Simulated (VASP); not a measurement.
AgB2, 3 atoms in the cell. The structure is hexagonal, space group P6/mmm (No. 191). The conventional cell has a = 3.000 Å, b = 3.000 Å, c = 3.240 Å, α = 90.00°, β = 90.00°, γ = 120.00°. Ag (site symmetry 6/mmm) has 12 B at 2.37 Å as nearest neighbours. Around B (site symmetry -6m2) lie 3 B at 1.73 Å. 

```yaml
Program: VASP 6.6.1
Task: relaxation of cell and atoms
Functional: revPBE
Potentials_or_basis: VASP PAW PBE potentials, release 64 (Ag, B)
Cutoff: 600 eV
k_mesh: 10 × 10 × 8
Occupations: fermi-dirac, width 0.05 eV
Spin: no spin polarisation
Further_INCAR_settings: ALGO = Normal; EDIFF = 1e-06; IBRION = 2; EDIFFG = -0.02; NSW = 40; ISIF = 3
```

Potentials or basis: VASP PAW PBE potentials, release 64 (Ag, B).

Command:

```console
$ cat potpaw_PBE.64/Ag/POTCAR potpaw_PBE.64/B/POTCAR > POTCAR
$ mpirun -np 1 vasp_std > vasp.out
```

Hardware: 1 thread of Intel(R) Xeon(R) Platinum 8559C (Emerald Rapids), on a shared host.

Question: Estimate the wall time of this run.

Answer: It took 110 s on 1 thread of Intel(R) Xeon(R) Platinum 8559C (Emerald Rapids), on a shared host, peak memory 0.16 GiB. Counts: scf iterations 82, k points 70, ion steps 10.
